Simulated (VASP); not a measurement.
An input for Quantum ESPRESSO's pw.x (written as the equivalent of a VASP run, and not itself run):

```
&CONTROL
  calculation = 'scf'
  pseudo_dir = './pseudo'
  outdir = './out'
  tprnfor = .true.
  tstress = .true.
/
&SYSTEM
  ibrav = 0
  nat = 3
  ntyp = 2
  ecutwfc = 86
  occupations = 'smearing'
  smearing = 'methfessel-paxton'
  degauss = 0.00735
  input_dft = 'pbe'
/
&ELECTRONS
  conv_thr = 7.3e-08
  electron_maxstep = 100
/
ATOMIC_SPECIES
  Ti 47.867 Ti.upf
  Se 78.971 Se.upf
CELL_PARAMETERS angstrom
     1.7757400   -3.0376280    0.0000000
     1.7757400    3.0376280    0.0000000
     0.0000000    0.0000000    6.0778760
ATOMIC_POSITIONS crystal
  Ti   0.0000000  0.0000000  0.0000000
  Se   0.3333330  0.6666670  0.2550000
  Se   0.6838270  0.3504930  0.7450000
K_POINTS automatic
  9 9 5 0 0 0
HUBBARD {ortho-atomic}
U Ti-3d 1
```

**Question.** Write the VASP files for the same calculation (PBE+U).

**Answer.** Several could match; the one computed here: 
File POSCAR:
```
TiSe2
3.5185840
  0.5046746077  -0.8633097860   0.0000000000
  0.5046746077   0.8633097860   0.0000000000
  0.0000000000   0.0000000000   1.7273641897
Ti Se
1 2
Cart
  0.0000000000   0.0000000000   0.0000000000
  0.5046746077   0.2877705042   0.4404778684
  0.5219950403  -0.2877705042   1.2868863213
```

**INCAR**
```
ALGO  =  Normal
EDIFF  =  1E-6
ENCUT  =  400
GGA  =  PE
ISIF  =  2
ISMEAR  =  1
LASPH  =  .True.
LCHARG  =  .False.
LDAU  =  .True.
LDAUJ  =  0 0
LDAUL  =  2 -1
LDAUPRINT  =  1
LDAUTYPE  =  2
LDAUU  =  1.0 0
LMAXMIX  =  4
LORBIT  =  10
LREAL  =  .False.
LWAVE  =  .False.
NELM  =  100
PREC  =  Accurate
SIGMA  =  0.1
SYSTEM  =  TiSe2
```

**KPOINTS**
```
Automatic mesh
0
Gamma
9 9 5
0 0 0
```

POTCAR, in this order: Ti_sv Se (PBE.64 set). Program: vasp_std.

The two are equivalent in intent, not identical: the potentials are each code's own (VASP's PAW set, PseudoDojo norm-conserving files in pw.x), so ENCUT and ecutwfc are chosen apart and not converted; conv_thr bounds pw.x's estimated SCF error, while EDIFF bounds the energy change between steps; the +U projectors differ (PAW spheres against orthogonalised atomic orbitals), so the same U acts differently.

The compound is TiSe2 in the 1T layered structure. The cell was not relaxed at this level, atoms are displaced from their ideal sites. The run is one of a series of settings (LDAU = .TRUE., LDAUJ = 0 0, LDAUL = 2 -1, LDAUTYPE = 2, LDAUU = 1.0 0 against the base run), some of them coarse on purpose.
